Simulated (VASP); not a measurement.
# What goes wrong when the modes of NbAs are computed with a bad input, part 2 of 3

Some phonon runs on NbAs get a fault in the input on purpose. Which of them show, and how? The starting structure is a measured crystal structure from the Crystallography Open Database.

VASP 6.6.1.

**2. Reference modes (continued)**

Level of this step: LDA; plane waves and PAW (Nb_sv, As) (VASP).

Parts of OUTCAR (step 2):

```text
ion  position               nearest neighbor table
   1  0.001  0.501  0.002-   4 2.59   4 2.59   3 2.59   3 2.59   3 2.59   3 2.59
   2  0.251  0.251  0.502-   3 2.59   3 2.59   4 2.59   4 2.59   4 2.59   4 2.59
   3  0.583  0.083  0.166-   2 2.59   2 2.59   1 2.59   1 2.59   1 2.59   1 2.59
   4  0.833  0.833  0.666-   1 2.59   1 2.59   2 2.59   2 2.59   2 2.59   2 2.59

  LATTYP: Found a body centered tetragonal cell.
 ALAT       =     3.4196238416
 C/A-ratio  =     3.3728744855

 Subroutine GETGRP returns: Found  8 space group operations
 (whereof  4 operations were pure point group operations)

The static configuration has the point symmetry C_2v.
 The point group associated with its full space group is C_4v.

 Found    102 irreducible k-points:

   k-points           NKPTS =    102   k-points in BZ     NKDIM =    102   number of bands    NBANDS=     24

   dimension x,y,z NGX =    24 NGY =   24 NGZ =   48
   dimension x,y,z NGXF=    48 NGYF=   48 NGZF=   96

   ENCUT  =  450.0 eV  33.07 Ry    5.75 a.u.   5.91  5.91 10.82*2*pi/ulx,y,z

   NELECT =      36.0000    total number of electrons

 k-points in reciprocal lattice and weights: Automatic mesh
   0.00000000  0.00000000  0.00000000       0.001
   0.10000000  0.00000000  0.00000000       0.008
   0.20000000  0.00000000  0.00000000       0.008
   0.30000000  0.00000000  0.00000000       0.008
   0.40000000  0.00000000  0.00000000       0.008
   0.50000000  0.00000000  0.00000000       0.004
   0.10000000  0.10000000  0.00000000       0.008
   0.20000000  0.10000000  0.00000000       0.016
   0.30000000  0.10000000  0.00000000       0.016
[...]
0.10000000  0.10000000  0.40000000       0.004
   0.00000000  0.00000000  0.50000000       0.001

 average (electrostatic) potential at core
       1 -78.5767       2 -78.5767       3 -47.8450       4 -47.8450

  Total        0.0013121      0.0013121     -0.0044479      0.0000000      0.0000000      0.0000000
  in kB        0.0311728      0.0311728     -0.1056731      0.0000000      0.0000000      0.0000000
  external PRESSURE =      -0.0144425 kB  Pullay stress =       0.0000000 kB

  energy-cutoff  :      450.00
  volume of cell :       67.44
      direct lattice vectors                 reciprocal lattice vectors
    -3.419623842  0.000000000  0.000000000    -0.292429825  0.000000000 -0.086700476
     0.000000000  3.419623842  0.000000000     0.000000000  0.292429825 -0.086700476
     1.709811921 -1.709811921 -5.766981003     0.000000000  0.000000000 -0.173400953

 POSITION                                       TOTAL-FORCE (eV/Angst)
 -----------------------------------------------------------------------------------
     -0.00000      1.70981     -0.01439         0.000000      0.000000     -0.000155
     -0.00000      0.00000     -2.89788        -0.000000     -0.000000     -0.000155
     -1.70981     -0.00000     -0.95446         0.000000     -0.000000      0.000155
     -1.70981      1.70981     -3.83795         0.000000     -0.000000      0.000155
 -----------------------------------------------------------------------------------
    total drift:                                0.000014     -0.000014     -0.000676

 Eigenvectors and eigenvalues of the dynamical matrix
 ----------------------------------------------------

   1 f  =    8.211589 THz    51.594935 2PiTHz  273.909123 cm-1    33.960388 meV
             X         Y         Z           dx          dy          dz
     -0.000000  1.709812 -0.014394     0.000000    0.000000    0.472459
     -0.000000  0.000000 -2.897885     0.000000    0.000000    0.472459
     -1.709812 -0.000000 -0.954458    -0.000000   -0.000000   -0.526101
     -1.709812  1.709812 -3.837949    -0.000000   -0.000000   -0.526101

   2 f  =    8.093024 THz    50.849969 2PiTHz  269.954219 cm-1    33.470042 meV
             X         Y         Z           dx          dy          dz
     -0.000000  1.709812 -0.014394    -0.055665    0.663415   -0.000000
     -0.000000  0.000000 -2.897885    -0.203511    0.181458    0.000000
     -1.709812 -0.000000 -0.954458     0.154387   -0.433192    0.000000
     -1.709812  1.709812 -3.837949     0.132887   -0.503277   -0.000000

   3 f  =    8.093024 THz    50.849969 2PiTHz  269.954219 cm-1    33.470042 meV
             X         Y         Z           dx          dy          dz
     -0.000000  1.709812 -0.014394     0.181458    0.203511   -0.000000
     -0.000000  0.000000 -2.897885     0.663415    0.055665   -0.000000
     -1.709812 -0.000000 -0.954458    -0.503277   -0.132887    0.000000
     -1.709812  1.709812 -3.837949    -0.433192   -0.154387    0.000000

   4 f  =    7.729259 THz    48.564369 2PiTHz  257.820342 cm-1    31.965634 meV
             X         Y         Z           dx          dy          dz
     -0.000000  1.709812 -0.014394    -0.140919    0.353873    0.000000
     -0.000000  0.000000 -2.897885     0.090813   -0.549122   -0.000000
     -1.709812 -0.000000 -0.954458     0.154356   -0.386872   -0.000000
     -1.709812  1.709812 -3.837949    -0.099281    0.601483    0.000000

   5 f  =    7.729259 THz    48.564369 2PiTHz  257.820342 cm-1    31.965634 meV
             X         Y         Z           dx          dy          dz
     -0.000000  1.709812 -0.014394     0.549122    0.090813    0.000000
     -0.000000  0.000000 -2.897885    -0.353873   -0.140919   -0.000000
     -1.709812 -0.000000 -0.954458    -0.601483   -0.099281    0.000000
     -1.709812  1.709812 -3.837949     0.386872    0.154356   -0.000000

   6 f  =    7.581830 THz    47.638043 2PiTHz  252.902625 cm-1    31.355915 meV
             X         Y         Z           dx          dy          dz
     -0.000000  1.709812 -0.014394    -0.000000   -0.000000    0.193871
     -0.000000  0.000000 -2.897885     0.000000    0.000000   -0.193871
     -1.709812 -0.000000 -0.954458     0.000000    0.000000    0.680010
     -1.709812  1.709812 -3.837949    -0.000000   -0.000000   -0.680010

   7 f  =    6.909158 THz    43.411521 2PiTHz  230.464708 cm-1    28.573969 meV
             X         Y         Z           dx          dy          dz
     -0.000000  1.709812 -0.014394    -0.000000   -0.000000   -0.680010
     -0.000000  0.000000 -2.897885     0.000000   -0.000000    0.680010
     -1.709812 -0.000000 -0.954458     0.000000   -0.000000    0.193871
     -1.709812  1.709812 -3.837949     0.000000    0.000000   -0.193871

   8 f  =    4.555045 THz    28.620193 2PiTHz  151.939950 cm-1    18.838144 meV
             X         Y         Z           dx          dy          dz
     -0.000000  1.709812 -0.014394    -0.133467   -0.320871    0.000000
     -0.000000  0.000000 -2.897885     0.072268    0.592596    0.000000
     -1.709812 -0.000000 -0.954458    -0.073910   -0.624424   -0.000000
     -1.709812  1.709812 -3.837949     0.140636    0.328161   -0.000000

   9 f  =    4.555045 THz    28.620193 2PiTHz  151.939950 cm-1    18.838144 meV
             X         Y         Z           dx          dy          dz
     -0.000000  1.709812 -0.014394    -0.592596    0.072268    0.000000
     -0.000000  0.000000 -2.897885     0.320871   -0.133467   -0.000000
     -1.709812 -0.000000 -0.954458    -0.328161    0.140636    0.000000
     -1.709812  1.709812 -3.837949     0.624424   -0.073910    0.000000

  10 f/i=    0.000204 THz     0.001285 2PiTHz    0.006820 cm-1     0.000846 meV
             X         Y         Z           dx          dy          dz
     -0.000000  1.709812 -0.014394    -0.000000    0.000000   -0.526101
     -0.000000  0.000000 -2.897885    -0.000000    0.000000   -0.526101
     -1.709812 -0.000000 -0.954458    -0.000000    0.000000   -0.472459
     -1.709812  1.709812 -3.837949    -0.000000    0.000000   -0.472459

  11 f/i=    0.024775 THz     0.155663 2PiTHz    0.826391 cm-1     0.102459 meV
             X         Y         Z           dx          dy          dz
     -0.000000  1.709812 -0.014394     0.164319   -0.499491   -0.000000
     -0.000000  0.000000 -2.897885     0.165280   -0.496586   -0.000000
     -1.709812 -0.000000 -0.954458     0.148720   -0.450803   -0.000000
     -1.709812  1.709812 -3.837949     0.149170   -0.449444   -0.000000

  12 f/i=    0.024775 THz     0.155663 2PiTHz    0.826391 cm-1     0.102459 meV
             X         Y         Z           dx          dy          dz
     -0.000000  1.709812 -0.014394    -0.496586   -0.165280    0.000000
     -0.000000  0.000000 -2.897885    -0.499491   -0.164319    0.000000
     -1.709812 -0.000000 -0.954458    -0.449444   -0.149170    0.000000
     -1.709812  1.709812 -3.837949    -0.450803   -0.148720    0.000000

 ELASTIC MODULI CONTR FROM IONIC RELAXATION (kBar)
 Direction    XX          YY          ZZ          XY          YZ          ZX
 --------------------------------------------------------------------------------
 XX        -122.2696     43.0683    101.2378      0.0000     -0.0000      0.0000
 YY          43.0683   -122.2696    101.2378      0.0000      0.0000     -0.0000
 ZZ         101.2378    101.2378   -258.8110      0.0000     -0.0000     -0.0000
 XY           0.0000      0.0000      0.0000      0.0000      0.0000      0.0000
 YZ          -0.0000      0.0000     -0.0000      0.0000   -632.9122      0.0000
 ZX           0.0000     -0.0000     -0.0000      0.0000      0.0000   -617.8983
 --------------------------------------------------------------------------------
```

Energies printed during the response cycles are not total energies of the cell.

Reference: the zone-centre modes are A1 273.9, E (3) 270.0, E (2) 257.8, B1 (2) 252.9, B1 (1) 230.5, E (1) 151.9 cm⁻¹.

**3. Modes with finite displacements, else as the reference**

Against step 2 the input has IBRION = 6, NFREE = 2 and POTIM = 0.015 (also changed: NSW).

Contents of INCAR:

```
SYSTEM = NbAs
PREC = Accurate
ENCUT = 450
EDIFF = 1E-08
NELM = 100
ISMEAR = 0
SIGMA = 0.05
LREAL = .FALSE.
ALGO = Normal
GGA = CA
NBANDS = 24
LASPH = .TRUE.
LORBIT = 11
LWAVE = .FALSE.
LCHARG = .FALSE.
KPAR = 16
IBRION = 6
NFREE = 2
POTIM = 0.015
NSW = 1
ISIF = 2
```

Contents of POSCAR:

```
NbAs
1.0
   -3.4196238416      0.0000000000      0.0000000000
    0.0000000000      3.4196238416      0.0000000000
    1.7098119208     -1.7098119208     -5.7669810027
Nb As
2 2
Direct
    0.0012480061      0.5012480061      0.0024960121
    0.2512480061      0.2512480061      0.5024960121
    0.5827519939      0.0827519939      0.1655039879
    0.8327519939      0.8327519939      0.6655039879
```

Contents of KPOINTS:

```
Automatic mesh
0
Gamma
10 10 10
0 0 0
```

Potentials, in the order of the species: Nb_sv and As (LDA family, release 64).

Launch:

```bash
$ mpirun -np 16 vasp_std
```

Output:

```text
[banner, memory and clock lines left out]
running   16 mpi-ranks, on    1 nodes
[...]
[... a notice as in an earlier step ...]

 LDA part: xc-table for (Slater(with rela. corr.)+CA(PZ))
 , standard interpolation
 POSCAR, INCAR and KPOINTS ok, starting setup
[...]
entering main loop
       N       E                     dE             d eps       ncg     rms          rms(c)
[... 15 cycles as in an earlier step ...]
   1 F= -.36373241E+02 E0= -.36372672E+02  d E =-.113821E-02
[... from here on, the cycles between the ionic steps are left out ...]
   2 F= -.36372047E+02 E0= -.36371532E+02  d E =-.103015E-02
   3 F= -.36372048E+02 E0= -.36371533E+02  d E =-.103015E-02
   4 F= -.36371471E+02 E0= -.36370905E+02  d E =-.113290E-02
   5 F= -.36371470E+02 E0= -.36370904E+02  d E =-.113290E-02
   6 F= -.36371548E+02 E0= -.36370992E+02  d E =-.111163E-02
   7 F= -.36371578E+02 E0= -.36371007E+02  d E =-.114234E-02
   8 F= -.36371771E+02 E0= -.36371249E+02  d E =-.104358E-02
   9 F= -.36371771E+02 E0= -.36371249E+02  d E =-.104357E-02
  10 F= -.36372159E+02 E0= -.36371594E+02  d E =-.112823E-02
  11 F= -.36372159E+02 E0= -.36371595E+02  d E =-.112823E-02
  12 F= -.36371633E+02 E0= -.36371058E+02  d E =-.115066E-02
  13 F= -.36371606E+02 E0= -.36371043E+02  d E =-.112478E-02
 Finite differences progress:
  Degree of freedom:   6/  6
  Displacement:        2/  2
  Total:              12/ 12
```

Run time: 5.3 min. Hardware: 16 MPI ranks of AMD EPYC 7R43, shared host; peak memory 9.5 GiB; 84 min of CPU time.

OUTCAR, selected parts (step 3):

```text
  Total        0.0113916     -0.0925130      0.1155147      0.0000000      0.0000000      0.0000000
  in kB        0.2706382     -2.1979007      2.7443700      0.0000000      0.0000000      0.0000000
  external PRESSURE =       0.2723692 kB  Pullay stress =       0.0000000 kB

 POSITION                                       TOTAL-FORCE (eV/Angst)
 -----------------------------------------------------------------------------------
     -0.00000      1.70981     -0.01439        -0.000000      0.000000     -0.079686
     -0.00000      0.00000     -2.89788        -0.000000      0.000000     -0.094497
     -1.70981     -0.00000     -0.96946         0.000000     -0.000000      0.218545
     -1.70981      1.70981     -3.83795        -0.000000      0.000000     -0.044362
 -----------------------------------------------------------------------------------
    total drift:                                0.000015     -0.000014     -0.000583

  FREE ENERGIE OF THE ION-ELECTRON SYSTEM (eV)
  ---------------------------------------------------
  free  energy   TOTEN  =       -36.3716056071 eV

  energy  without entropy=      -36.3704808232  energy(sigma->0) =      -36.37104322

[... 2 parts as in an earlier step ...]

[... 1 further part left out ...]
[key lines of the parts left out:]
E-fermi :   9.9695
```

The last energy, forces and stress in OUTCAR belong to the last displaced cell, not to that of POSCAR.

With finite displacements, else as the reference the modes are at the top A1 273.9, E (3) 267.9 cm⁻¹, at the bottom B1 (1) 230.4, E (1) 150.6 cm⁻¹, with 2 more of the listed ones between; the largest shift is -2.2 cm⁻¹, in E (2), from the reference.

**4. Modes with a cutoff far too low**

A slip made on purpose: a cutoff far too low. Against step 2 the input has ENCUT = 160 (also changed: NELM).

Contents of INCAR:

```
SYSTEM = NbAs
PREC = Accurate
ENCUT = 160
EDIFF = 1E-08
NELM = 60
ISMEAR = 0
SIGMA = 0.05
LREAL = .FALSE.
ALGO = Normal
GGA = CA
NBANDS = 24
LASPH = .TRUE.
LORBIT = 11
LWAVE = .FALSE.
LCHARG = .FALSE.
KPAR = 16
IBRION = 8
ISIF = 2
```

POSCAR is that of step 3.

KPOINTS is that of step 3.

Launch:

```bash
$ mpirun -np 16 vasp_std
```

Output:

```text
[... set-up lines as in an earlier step ...]
 entering main loop
       N       E                     dE             d eps       ncg     rms          rms(c)
DAV:   1     0.123356384213E+03    0.12336E+03   -0.10809E+04  5984   0.635E+02
DAV:   2    -0.277216693722E+02   -0.15108E+03   -0.14795E+03  6192   0.228E+02
DAV:   3    -0.380389490116E+02   -0.10317E+02   -0.10283E+02  7368   0.466E+01
DAV:   4    -0.383126234783E+02   -0.27367E+00   -0.27354E+00  6360   0.786E+00
[...]
DAV:  13    -0.319110405465E+02    0.11386E-04   -0.72838E-05  6688   0.423E-02    0.428E-03
DAV:  14    -0.319110407037E+02   -0.15722E-06   -0.14729E-06  6792   0.589E-03    0.158E-03
DAV:  15    -0.319110407052E+02   -0.14625E-08   -0.79571E-08  6416   0.104E-03
   1 F= -.31911041E+02 E0= -.31910486E+02  d E =-.110909E-02
 Linear response reoptimize wavefunctions to high precision
DAV:   1    -0.319110407039E+02    0.13115E-08   -0.90176E-09  5256   0.523E-04
DAV:   2    -0.319110407039E+02   -0.40018E-10   -0.45761E-10  4656   0.118E-04
 Linear response DOF=           6
 Linear response progress:
[...]
RMM:  11    -0.427278102803E-01   -0.22664E-07    0.33574E-08 32053   0.812E-05    0.108E-05
RMM:  12    -0.427278211988E-01   -0.10919E-07    0.32226E-09 31823   0.573E-05    0.324E-06
RMM:  13    -0.427278239347E-01   -0.27359E-08   -0.28485E-08 31837   0.497E-05    0.900E-07
 first order change of Fermi-energy  -0.51325E-06
 force on displaced ion       3 direction 2 :   0.000 -10.949  -0.001
 Linear response progress:
  Degree of freedom:   6/  6
       N       E                     dE             d eps       ncg     rms          rms(c)
RMM:   1    -0.614538936804E-01   -0.61454E-01    0.17695E-02 21577   0.974E-01
RMM:   2    -0.556588375981E-01    0.57951E-02   -0.62742E-03 16126   0.297E-01    0.661E-01
RMM:   3    -0.557258283460E-01   -0.66991E-04   -0.11838E-03 16088   0.135E-01    0.846E-02
RMM:   4    -0.557632573962E-01   -0.37429E-04   -0.32453E-04 16289   0.686E-02    0.191E-01
[...]
RMM:  15    -0.558383479966E-01    0.85046E-10   -0.10968E-07 16472   0.488E-05    0.440E-07
RMM:  16    -0.558383487361E-01   -0.73945E-09   -0.10465E-07 14925   0.484E-05    0.123E-07
RMM:  17    -0.558383486540E-01    0.82042E-10   -0.13804E-07 14121   0.483E-05    0.995E-08
 first order change of Fermi-energy  -0.12042E+00
 force on displaced ion       3 direction 3 :   0.000  -0.000 -14.913
 Linear response finished
```

Elapsed: 2 min, on 16 MPI ranks; peak memory 3.9 GiB.

Parts of OUTCAR (step 4):

```text
  Total      -71.1484144    -71.1484144    -72.9091691      0.0000000      0.0000000      0.0000000
  in kB    -1690.3265579  -1690.3265579  -1732.1581348      0.0000000      0.0000000      0.0000000
  external PRESSURE =   -1704.2704169 kB  Pullay stress =       0.0000000 kB

 POSITION                                       TOTAL-FORCE (eV/Angst)
 -----------------------------------------------------------------------------------
     -0.00000      1.70981     -0.01439        -0.000000     -0.000000      0.021871
     -0.00000      0.00000     -2.89788         0.000000      0.000000      0.021871
     -1.70981     -0.00000     -0.95446        -0.000000     -0.000000     -0.021871
     -1.70981      1.70981     -3.83795         0.000000      0.000000     -0.021871
 -----------------------------------------------------------------------------------
    total drift:                               -0.000120      0.000120     -0.000187

[... 1 part as in an earlier step ...]

[... 1 further part left out ...]
```

With a cutoff far too low the modes are at the top B1 (2) 451.9, E (3) 319.8 cm⁻¹, at the bottom B1 (1) 255.0, E (1) 190.3 cm⁻¹, with 2 more of the listed ones between; the largest shift is +199.0 cm⁻¹, in B1 (2), from the reference.

**5. Modes with a loose electronic threshold**

A slip made on purpose: a loose electronic threshold. Against step 2 the input has EDIFF = 1E-04, IBRION = 6, NFREE = 2 and POTIM = 0.015 (also changed: NELM and NSW).

INCAR: that of step 4 with these lines changed.

```diff
@@ -2,4 +2,4 @@
 PREC = Accurate
-ENCUT = 160
-EDIFF = 1E-08
+ENCUT = 450
+EDIFF = 1E-04
 NELM = 60
@@ -16,3 +16,6 @@
 KPAR = 16
-IBRION = 8
+IBRION = 6
+NFREE = 2
+POTIM = 0.015
+NSW = 1
 ISIF = 2
```

POSCAR is that of step 4.

KPOINTS is that of step 4.

Launch:

```bash
$ mpirun -np 16 vasp_std
```

Output:

```text
[... set-up lines as in an earlier step ...]
 entering main loop
       N       E                     dE             d eps       ncg     rms          rms(c)
[... 9 cycles as in an earlier step ...]
DAV:  10    -0.363732472186E+02    0.11828E-05   -0.11450E-03  7184   0.310E-01    0.282E-02
DAV:  11    -0.363732398116E+02    0.74070E-05   -0.46562E-05  4776   0.737E-02
   1 F= -.36373240E+02 E0= -.36372671E+02  d E =-.113787E-02
[... from here on, the cycles between the ionic steps are left out ...]
   2 F= -.36372054E+02 E0= -.36371539E+02  d E =-.102950E-02
   3 F= -.36372066E+02 E0= -.36371551E+02  d E =-.102977E-02
   4 F= -.36371446E+02 E0= -.36370879E+02  d E =-.113257E-02
   5 F= -.36371482E+02 E0= -.36370916E+02  d E =-.113268E-02
   6 F= -.36371526E+02 E0= -.36370971E+02  d E =-.111037E-02
   7 F= -.36371611E+02 E0= -.36371040E+02  d E =-.114198E-02
   8 F= -.36371777E+02 E0= -.36371257E+02  d E =-.104031E-02
   9 F= -.36371772E+02 E0= -.36371250E+02  d E =-.104394E-02
  10 F= -.36372181E+02 E0= -.36371617E+02  d E =-.112830E-02
  11 F= -.36372164E+02 E0= -.36371600E+02  d E =-.112807E-02
  12 F= -.36371642E+02 E0= -.36371067E+02  d E =-.115040E-02
  13 F= -.36371606E+02 E0= -.36371044E+02  d E =-.112455E-02
 Finite differences progress:
  Degree of freedom:   6/  6
  Displacement:        2/  2
  Total:              12/ 12
```

Wall time 2.6 min (16 MPI ranks); peak memory 9.4 GiB; 41 min of CPU time.

Parts of OUTCAR (step 5):

```text
  Total        0.0151695     -0.0685062      0.0996588      0.0000000      0.0000000      0.0000000
  in kB        0.3603926     -1.6275537      2.3676684      0.0000000      0.0000000      0.0000000
  external PRESSURE =       0.3668358 kB  Pullay stress =       0.0000000 kB

 POSITION                                       TOTAL-FORCE (eV/Angst)
 -----------------------------------------------------------------------------------
     -0.00000      1.70981     -0.01439        -0.000000      0.000000     -0.082783
     -0.00000      0.00000     -2.89788        -0.000000     -0.000000     -0.086898
     -1.70981     -0.00000     -0.96946         0.000000      0.000000      0.214593
     -1.70981      1.70981     -3.83795        -0.000000     -0.000000     -0.044913
 -----------------------------------------------------------------------------------
    total drift:                                0.000126      0.003001      0.003094

  FREE ENERGIE OF THE ION-ELECTRON SYSTEM (eV)
  ---------------------------------------------------
  free  energy   TOTEN  =       -36.3716060304 eV

  energy  without entropy=      -36.3704814851  energy(sigma->0) =      -36.37104376

[... 2 parts as in an earlier step ...]

[... 1 further part left out ...]
[key lines of the parts left out:]
E-fermi :   9.9694
```

With a loose electronic threshold the modes are at the top A1 271.0, E (3) 260.3 cm⁻¹, at the bottom B1 (1) 219.2, E (1) 149.3 cm⁻¹, with 2 more of the listed ones between; the largest shift is -11.2 cm⁻¹, in B1 (1), from finite displacements, else as the reference.

(Part 2 of 3 ends here.)

[Lines on the potential files, build, host, timing and source positions are cut from VASP's logs without a mark.]

[Logs are printed without paths, hosts, clocks, repeated set-up lines and the standing remarks that a program may print on its own settings, such as how far it seeks lower states.]

[Hosts, paths, dates, database ids (printed as entryN), source tags and the programs' standing remarks are cut or masked in the printed files.]
